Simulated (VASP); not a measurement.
TeRu:

```
Ru Te
1.0
     3.79508    0.00000    0.00000
    -1.89754    3.28664    0.00000
     0.00000    0.00000    3.70381
Ru Te
1 1
Direct
  0.00000 0.00000 0.00000
  0.66667 0.33333 0.50000
```

The cell comes from a database or a generator and needn't be the stable form of this composition.

Program: VASP 6.6.1. Alike in all runs: task single point; cell as given; k mesh 6 × 6 × 5; cutoff (eV) 520; smearing gaussian 0.05 eV.

Question: Order these runs on this cell by their pressure, lowest first.
A. level PBEsol+U; potentials or basis VASP PAW PBE potentials, release 64 (Ru_pv, Te); spin collinear, ferromagnetic start; U Ru d U = 2 eV; further INCAR settings ALGO = Fast; EDIFF = 1e-06; NBANDS = 21
B. level LDA+U; potentials or basis VASP PAW LDA potentials, release 64 (Ru_pv, Te); spin collinear, random start; U Ru d U = 8 eV; further INCAR settings ALGO = Fast; EDIFF = 1e-07
C. level LDA+U; potentials or basis VASP PAW LDA potentials, release 64 (Ru_pv, Te); spin off; U Ru d U = 2 eV; further INCAR settings ALGO = Normal; EDIFF = 1e-07

Answer: C (-20.2 GPa), A (-13.6 GPa), B (3.9 GPa).

Caveats: the U is typed as a test and isn't derived for this compound; the PAW data sets were made with another functional, which shifts forces and pressure a little (some runs); U without spin polarisation on a metal has little footing (some runs).

Not every run made on this cell is shown here.
